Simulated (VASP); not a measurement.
Output of a VASP run:

**OSZICAR**
```
       N       E                     dE             d eps       ncg     rms          rms(c)
DAV:   1     0.209114168288E+02    0.20911E+02   -0.47742E+03  7260   0.141E+03
DAV:   2    -0.693299270733E+01   -0.27844E+02   -0.26783E+02  7103   0.163E+02
DAV:   3    -0.732187598187E+01   -0.38888E+00   -0.38798E+00  8181   0.257E+01
DAV:   4    -0.732534340415E+01   -0.34674E-02   -0.34671E-02  7901   0.211E+00
DAV:   5    -0.732542549013E+01   -0.82086E-04   -0.82085E-04  8095   0.281E-01    0.115E+01
DAV:   6    -0.642847920657E+01    0.89695E+00   -0.17188E+01  7360   0.693E+01    0.544E+00
DAV:   7    -0.614867805606E+01    0.27980E+00   -0.24093E+00  7420   0.247E+01    0.219E+00
DAV:   8    -0.612806500672E+01    0.20613E-01   -0.26214E-02 10141   0.190E+00    0.991E-01
DAV:   9    -0.612560935061E+01    0.24557E-02   -0.13571E-03 10329   0.339E-01    0.282E-01
DAV:  10    -0.612500220654E+01    0.60714E-03   -0.45504E-04  9832   0.173E-01    0.309E-02
DAV:  11    -0.612499724942E+01    0.49571E-05   -0.13932E-05  8823   0.461E-02    0.276E-02
DAV:  12    -0.612499905760E+01   -0.18082E-05   -0.26544E-06  4617   0.167E-02    0.528E-03
DAV:  13    -0.612499938915E+01   -0.33155E-06   -0.52983E-07  3628   0.767E-03
   1 F= -.55027986E+01 E0= -.55029112E+01  d E =-.550280E+01  mag=     0.6070
```

**OUTCAR**
```
------------------------ aborting loop because EDIFF is reached ----------------------------------------
  FORCE on cell =-STRESS in cart. coord.  units (eV):
  Direction    XX          YY          ZZ          XY          YZ          ZX
  --------------------------------------------------------------------------------------
  Total        0.6186236      0.6186236      0.6186236      0.0000000      0.0000000      0.0000000
  in kB       99.4250754     99.4250754     99.4250754      0.0000000      0.0000000      0.0000000
  external PRESSURE =      -0.5749246 kB  Pullay stress =     100.0000000 kB
  volume of cell :        9.97
      direct lattice vectors                 reciprocal lattice vectors
     0.000000000  1.708193434  1.708193434    -0.292706897  0.292706897  0.292706897
     1.708193434  0.000000000  1.708193434     0.292706897 -0.292706897  0.292706897
     1.708193434  1.708193434  0.000000000     0.292706897  0.292706897 -0.292706897
 POSITION                                       TOTAL-FORCE (eV/Angst)
 -----------------------------------------------------------------------------------
      0.00000      0.00000      0.00000        -0.000000     -0.000000     -0.000000
 -----------------------------------------------------------------------------------
    total drift:                               -0.000000     -0.000000     -0.000000
  FREE ENERGIE OF THE ION-ELECTRON SYSTEM (eV)
  ---------------------------------------------------
  free  energy   TOTEN  =        -6.1249993892 eV

  energy  without entropy=       -6.1253370809  energy(sigma->0) =       -6.12511195
  enthalpy is  TOTEN    =        -5.5027986001 eV   P V=        0.6222007890

 total charge

# of ion       s       p       d       tot
------------------------------------------
    1        0.540   0.587   8.358   9.485

 magnetization (x)

# of ion       s       p       d       tot
------------------------------------------
    1       -0.006  -0.024   0.639   0.609

 reached required accuracy - stopping structural energy minimisation
```
(Selected blocks of OUTCAR.)

File POSCAR:
```
Ni
1
    0.0000000000     1.7081934336     1.7081934336
    1.7081934336     0.0000000000     1.7081934336
    1.7081934336     1.7081934336    -0.0000000000
Ni
1
Direct
  0.0000000000   0.0000000000   0.0000000000
```

Problem. Write an INCAR and KPOINTS that could have produced this output.

Solution. Several could match; the one computed here: the input of the run itself, PBEsol GGA, plane waves, VASP's PBE PAW potentials (set 64).

### INCAR
```
! general
SYSTEM  = Ni
PREC    = Accurate
ENCUT   = 500
LREAL   = .FALSE.
LASPH   = .TRUE.

! electronic loop
EDIFF   = 1E-6
NELM    = 100
ALGO    = Normal
LMAXMIX = 4

! smearing
ISMEAR  = 1
SIGMA   = 0.1

! functional
GGA     = PS

! spin
ISPIN   = 2
MAGMOM  = 0.6

! ions
IBRION  = 2
NSW     = 40
ISIF    = 3
EDIFFG  = -0.02
PSTRESS = 100

! output
LWAVE   = .FALSE.
LCHARG  = .FALSE.
LORBIT  = 10
```

File KPOINTS:
```
Automatic mesh
0
Gamma
18 18 18
```

POTCAR, in this order: Ni (PBE.64 set). Program: vasp_std.

The compound is Ni in the fcc structure. It was relaxed first under an external pressure of 10 GPa.
